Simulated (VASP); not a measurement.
Input:

```
CELL_PARAMETERS angstrom
      0.00000     2.01651     2.01651
      2.01651     0.00000     2.01651
      2.01651     2.01651     0.00000
ATOMIC_POSITIONS crystal
  Li 0.00000 0.00000 0.00000
  F  0.50000 0.50000 0.50000
```

These are PBE GGA with D4 dispersion, VASP's PBE PAW potentials (set 64) (plane waves; VASP) values and carry that method's errors. Settings: 520 eV cut-off, 13×13×13 Γ-centred mesh, tetrahedra with Blöchl corrections, potentials Li_sv F.

Task: What does the run give for the energy per atom (σ→0), band gap (on the k-mesh) with the smallest direct gap where there is one?

Result: 
```
Property                                     Result
-----------------------------------  --------------
band gap (on the k-mesh)                    9.05 eV
smallest direct gap (on the k-mesh)         9.05 eV
energy per atom (σ→0)                -4.882 eV/atom
```

The absolute energy has meaning only against runs of the same code, potentials and settings.

The compound is LiF in the rock salt structure. It was relaxed first.
